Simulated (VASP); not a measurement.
AlB2Sb3, 6 atoms in the cell. It takes space group Imm2 (No. 44, orthorhombic). Conventional cell: a = 3.916 Å, b = 11.880 Å, c = 5.663 Å, α = 90.00°, β = 90.00°, γ = 90.00°. Al (site symmetry mm2) is surrounded by 4 Sb at 2.61 to 2.67 Å. B (site symmetry m) has 4 Sb at 2.31 to 2.35 Å as nearest neighbours. Sb (site symmetry m) has 3 B at 2.31 to 2.35 Å as nearest neighbours. Sb (site symmetry mm2) has 2 B at 2.32 Å and 2 Al at 2.61 Å as nearest neighbours. The cell was built by a generator and needn't be a form met in nature.

| Item | Value |
| --- | --- |
| Program | VASP 6.6.1 |
| Task | relaxation of cell and atoms |
| Functional | PBE |
| Potentials or basis | VASP PAW PBE potentials, release 64 (Al, B, Sb) |
| Cutoff | 520 eV |
| k mesh | 10 × 10 × 10 |
| Occupations | gaussian, width 0.1 eV |
| Spin | no spin polarisation |
| Further INCAR settings | ALGO = Normal; EDIFF = 1e-07; IBRION = 2; POTIM = 0.3; EDIFFG = -0.005; NSW = 60; ISIF = 3 |

Potentials or basis: VASP PAW PBE potentials, release 64 (Al, B, Sb).

The run is started by

```sh
$ cat potpaw_PBE.64/Al/POTCAR potpaw_PBE.64/B/POTCAR potpaw_PBE.64/Sb/POTCAR > POTCAR
$ mpirun -np 8 vasp_std > vasp.out
```

Hardware: 8 MPI ranks on AMD EPYC 9R45 96-Core Processor (Zen 5), with other jobs on the host.

Q: How long does it take, and how much memory?

A: Run time: 100 s on 8 MPI ranks on AMD EPYC 9R45 96-Core Processor (Zen 5) (shared host), peak memory 0.68 GiB a rank. Counts: scf iterations 18, k points 171, ion steps 2.
